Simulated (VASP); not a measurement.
KI (rock salt) relaxed at rising pressure, in one space group throughout; other phases were not tried. The pressures are those reached. Computed with LDA (Ceperley-Alder, Perdew-Zunger), VASP's LDA PAW potentials (set 64) (plane waves; VASP).

| P (GPa) | V (Å³/atom) | k-mesh |
|---|---|---|
| 0.00 | 39.763 | 7×7×7 |
| 4.98 | 32.795 | 7×7×7 |
| 10.00 | 29.503 | 7×7×7 |
| 19.96 | 25.810 | 8×8×8 |
| 29.94 | 23.560 | 8×8×8 |

A change of mesh leaves a small step in the series.

Problem. Fit an equation of state and predict the volume at 45.12 GPa.

Solution. Least squares on the third-order Birch-Murnaghan form, P = (3B0/2)(y⁷ − y⁵)[1 + (3/4)(B′ − 4)(y² − 1)] with y = (V0/V)^(1/3), gives V0 = 39.697 Å³/atom, B0 = 17 GPa and B′ = 4.6, and so 21.346 Å³/atom. The run gave 21.285 Å³/atom, -0.3 % from the fit.

Pressures at which the relaxation failed are left out.

The compound is KI in the rock salt structure.
